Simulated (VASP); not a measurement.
Consider the following.

```yaml
crystal:
  lattice:
    - [1.79435, -3.10791, 0.00000]
    - [1.79435, 3.10791, 0.00000]
    - [0.00000, 0.00000, 5.90745]
  atoms:
    - { symbol: Hf, position: [0.00000, 0.00000, 0.00000] }
    - { symbol: S, position: [0.33333, 0.66667, 0.24477] }
    - { symbol: S, position: [0.66667, 0.33333, 0.75523] }
```

Calculation: PBEsol GGA, VASP's PBE PAW potentials (set 64) (plane waves; VASP). Run with 500 eV cut-off, 7×7×4 Γ-centred mesh, Gaussian smearing of 0.050 eV, potentials Hf_pv S.

Without a dispersion term in the relaxation, distances and binding between the weakly bound layers, chains or molecules are unreliable, and so is what depends on them.

**Question.** What does the run give for the energy per atom (σ→0)?

**Answer.** 
```yaml
energy per atom (σ→0): -8.020 eV/atom
```

Only differences to runs with the same potentials and settings are physical.

The compound is HfS2 in the 1T layered structure. It was relaxed first.
